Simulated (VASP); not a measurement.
SnSe2, 3 atoms in the cell. Symmetry: P-3m1, No. 164, trigonal system. The conventional cell has a = 3.811 Å, b = 3.811 Å, c = 6.137 Å, α = 90.00°, β = 90.00°, γ = 120.00°. Around Sn (site symmetry -3m) lie 6 Se at 2.68 Å. Around Se (site symmetry 3m) lie 3 Sn at 2.68 Å. 

```yaml
Program: VASP 6.6.1
Task: single point
Functional: PBE
Potentials_or_basis: VASP PAW PBE potentials, release 64 (Sn_d, Se)
Cutoff: 520 eV
k_mesh: 7 × 7 × 4
Occupations: fermi-dirac, width 0.03 eV
Spin: no spin polarisation
Dipole_correction: no
Further_INCAR_settings: ALGO = Normal; EDIFF = 1e-06; NBANDS = 20
```

Potentials or basis: VASP PAW PBE potentials, release 64 (Sn_d, Se).

Launch:

```console
$ cat potpaw_PBE.64/Sn_d/POTCAR potpaw_PBE.64/Se/POTCAR > POTCAR
$ mpirun -np 1 vasp_std > vasp.out
```

Hardware: 1 thread of Intel(R) Xeon(R) 6975P-C (Granite Rapids) (shared host).

How long does it take, and how much memory?

Run time: 14 s on 1 thread of Intel(R) Xeon(R) 6975P-C (Granite Rapids) (shared host), peak memory 0.2 GiB. Counts: scf iterations 12, k points 28.
